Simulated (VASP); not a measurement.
All values below come from PBE0 hybrid, VASP's PBE PAW potentials (set 64) (plane waves; VASP).

The input files of a VASP run:

### POSCAR
```
InP
4.0821770
  0.0000000000   0.7071066959   0.7071066959
  0.7071066959   0.0000000000   0.7071066959
  0.7071066959   0.7071066959   0.0000000000
In P
1 1
Cartesian
  0.0000000000   0.0000000000   0.0000000000
  0.3535533480   0.3535533480   0.3535533480
```

KPOINTS:
```
K-points
0
gamma
  6 6 6
```

### INCAR
```
SYSTEM = InP
PREC = Accurate
ENCUT = 520
EDIFF = 1E-6
NELM = 60
ALGO = Normal
LREAL = .FALSE.
LASPH = .TRUE.
ISMEAR = 0
SIGMA = 0.05
GGA = PE
AEXX = 0.25
HFRCUT = -1
LHFCALC = .TRUE.
PRECFOCK = Fast
ISYM = 3
LMAXMIX = 4
LWAVE = .FALSE.
LCHARG = .FALSE.
ISIF = 2
```

POTCAR, in this order: In_d P (PBE.64 set). Program: vasp_std. Read from the step before: WAVECAR.

Output

### OUTCAR
```
 ion  position               nearest neighbor table
   1  0.000  0.000  0.000-   2 2.50   2 2.50   2 2.50   2 2.50
   2  0.250  0.250  0.250-   1 2.50   1 2.50   1 2.50   1 2.50
  LATTYP: Found a face centered cubic cell.
 ALAT       =     5.7730693814
 Subroutine PRICEL returns:
 Original cell was already a primitive cell.
 Subroutine GETGRP returns: Found 24 space group operations
The static configuration has the point symmetry T_d .
The dynamic configuration has the point symmetry T_d .
 Subroutine INISYM returns: Found 24 space group operations
 Subroutine IBZKPT returns following result:
 Found     16 irreducible k-points:

 Following reciprocal coordinates:
            Coordinates               Weight
  0.000000  0.000000  0.000000      1.000000
  0.166667  0.000000  0.000000      8.000000
  0.333333  0.000000  0.000000      8.000000
  0.500000  0.000000  0.000000      4.000000
  0.166667  0.166667  0.000000      6.000000
  0.333333  0.166667  0.000000     24.000000
  0.500000  0.166667  0.000000     24.000000
 -0.333333  0.166667  0.000000     24.000000
 -0.166667  0.166667  0.000000     12.000000
...
```

OSZICAR:
```
       N       E                     dE             d eps       ncg     rms          rms(c)
DAV:   1    -0.108247294353E+02   -0.10825E+02   -0.39703E-01   531   0.933E+00    0.405E+00
DAV:   2    -0.108342387852E+02   -0.95093E-02   -0.39871E-02   579   0.174E+00    0.428E+00
DAV:   3    -0.108341583478E+02    0.80437E-04   -0.16090E-03   560   0.618E-01    0.289E+00
DAV:   4    -0.108340275840E+02    0.13076E-03   -0.24988E-04   633   0.218E-01    0.187E+00
DAV:   5    -0.108339932210E+02    0.34363E-04   -0.53029E-05   517   0.850E-02    0.115E+00
DAV:   6    -0.108339863821E+02    0.68389E-05   -0.16116E-05   532   0.431E-02    0.712E-01
DAV:   7    -0.108339843364E+02    0.20458E-05   -0.27194E-06   458   0.204E-02    0.438E-01
DAV:   8    -0.108339836520E+02    0.68437E-06   -0.66593E-07   253   0.106E-02
   1 F= -.10833984E+02 E0= -.10833984E+02  d E =-.418016E-13
```

**OUTCAR**
```
------------------------ aborting loop because EDIFF is reached ----------------------------------------
  FORCE on cell =-STRESS in cart. coord.  units (eV):
  Direction    XX          YY          ZZ          XY          YZ          ZX
  --------------------------------------------------------------------------------------
  Total        1.4581413      1.4581413      1.4581413      0.0000000     -0.0000000     -0.0000000
  in kB       48.5679604     48.5679604     48.5679604      0.0000000     -0.0000000     -0.0000000
  external PRESSURE =      48.5679604 kB  Pullay stress =       0.0000000 kB
  volume of cell :       48.10
      direct lattice vectors                 reciprocal lattice vectors
     0.000000000  2.886534691  2.886534691    -0.173218081  0.173218081  0.173218081
     2.886534691  0.000000000  2.886534691     0.173218081 -0.173218081  0.173218081
     2.886534691  2.886534691  0.000000000     0.173218081  0.173218081 -0.173218081
  FREE ENERGIE OF THE ION-ELECTRON SYSTEM (eV)
  ---------------------------------------------------
  free  energy   TOTEN  =       -10.8339836520 eV

  energy  without entropy=      -10.8339836520  energy(sigma->0) =      -10.83398365

  exchange ACFDT corr.  =         0.00000000  see jH, gK, PRB 81, 115126
```
(Selected blocks of OUTCAR.)

The compound is InP in the zinc blende structure. This cell is one point of a volume scan, at 0.91 of the reference volume. The cell's shape comes from a PBE relaxation.
